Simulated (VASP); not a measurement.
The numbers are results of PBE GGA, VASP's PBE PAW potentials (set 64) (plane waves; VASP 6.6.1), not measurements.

Input for VASP

### POSCAR
```
SnTe
1
    0.0000000000     3.2496880000     3.1488870000
    3.2323180000     0.0000000000     3.1488870000
    3.2323180000     3.2496880000     0.0000000000
Sn Te
1 1
Direct
  0.0000000000   0.0000000000   0.0000000000
  0.4877460000   0.5122540000   0.5122540000
```

INCAR:
```
SYSTEM = SnTe
PREC = Accurate
ENCUT = 400
EDIFF = 1E-6
NELM = 100
ALGO = Normal
LREAL = .FALSE.
LASPH = .TRUE.
ISMEAR = 0
SIGMA = 0.05
GGA = PE
LMAXMIX = 4
LWAVE = .FALSE.
LCHARG = .FALSE.
ISIF = 2
AMIX = 0.05
BMIX = 0.0001
IMIX = 4
```

KPOINTS:
```
Automatic
0
G
7 7 7
```

POTCAR, in this order: Sn_d Te (PBE.64 set). Program: vasp_std.

Task: What will the output report for the number of irreducible k-points (NKPTS), number of bands (NBANDS), largest plane-wave count, number of space-group operations, FFT grid (NGX, NGY, NGZ)?

Result: 
```json
{
 "number of irreducible k-points (NKPTS)": "64",
 "number of bands (NBANDS)": "14",
 "largest_plane_wave_count": "1227",
 "number_of_space_group_operations": "4",
 "FFT grid (NGX, NGY, NGZ)": "30 × 30 × 30"
}
```

The compound is SnTe in the rock salt structure, which distorts at low temperature. The cell was not relaxed at this level, atoms are displaced from their ideal sites. The run is one of a series of settings (AMIX = 0.05, BMIX = 0.0001, IMIX = 4 against the base run), some of them coarse on purpose.
